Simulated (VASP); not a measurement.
Input for VASP

**INCAR**
```
LASPH = .True.
NELM = 100
ENCUT = 520   ! plane-wave cut-off (eV)
ISIF = 2
ISMEAR = -5   ! tetrahedra, Bloechl
NEDOS = 601
LREAL = .False.   ! projection in real space or not
LEFG = .True.
LCHARG = .True.
LORBIT = 11   ! lm-projected
EDIFF = 1E-7   ! SCF stop (eV)
GGA = RP   ! RPBE
LWAVE = .False.
ALGO = Normal   ! blocked Davidson
PREC = Accurate
SYSTEM = SnS2
LMAXMIX = 4   ! l cut-off of mixed one-centre charges
```

File POSCAR:
```
SnS2
1
    1.8688699120    -3.2369779328    -0.0000000000
    1.8688699120     3.2369779328     0.0000000000
    0.0000000000     0.0000000000     7.3217036087
Sn S
1 2
Direct
  0.0000000000   0.0000000000   1.0000000000
  0.3333330000   0.6666670000   0.2020652493
  0.6666670000   0.3333330000   0.7979347507
```

File KPOINTS:
```
Automatic mesh
0
Gamma
8 8 4
0 0 0
```

POTCAR, in this order: Sn_d S (PBE.64 set). Program: vasp_std.

Write an equivalent input for Quantum ESPRESSO's pw.x.

One equivalent input (not run):
```
&CONTROL
  calculation = 'scf'
  pseudo_dir = './pseudo'
  outdir = './out'
  tprnfor = .true.
  tstress = .true.
/
&SYSTEM
  ibrav = 0
  nat = 3
  ntyp = 2
  ecutwfc = 72
  occupations = 'tetrahedra'
  input_dft = 'rpbe'
/
&ELECTRONS
  conv_thr = 7.3e-09
  electron_maxstep = 100
/
ATOMIC_SPECIES
  Sn 118.710 Sn.upf
  S 32.060 S.upf
CELL_PARAMETERS angstrom
     1.8688699   -3.2369779   -0.0000000
     1.8688699    3.2369779    0.0000000
     0.0000000    0.0000000    7.3217036
ATOMIC_POSITIONS crystal
  Sn   0.0000000  0.0000000  1.0000000
  S    0.3333330  0.6666670  0.2020652
  S    0.6666670  0.3333330  0.7979348
K_POINTS automatic
  8 8 4 0 0 0
```
What does not carry over: the potentials are each code's own (VASP's PAW set, PseudoDojo norm-conserving files in pw.x), so ENCUT and ecutwfc are chosen apart and not converted; conv_thr bounds pw.x's estimated SCF error, while EDIFF bounds the energy change between steps; the field gradients of LEFG aren't asked of the other code.

The compound is SnS2 in the 1T layered structure. It was relaxed first, which changed the volume by +30 %.
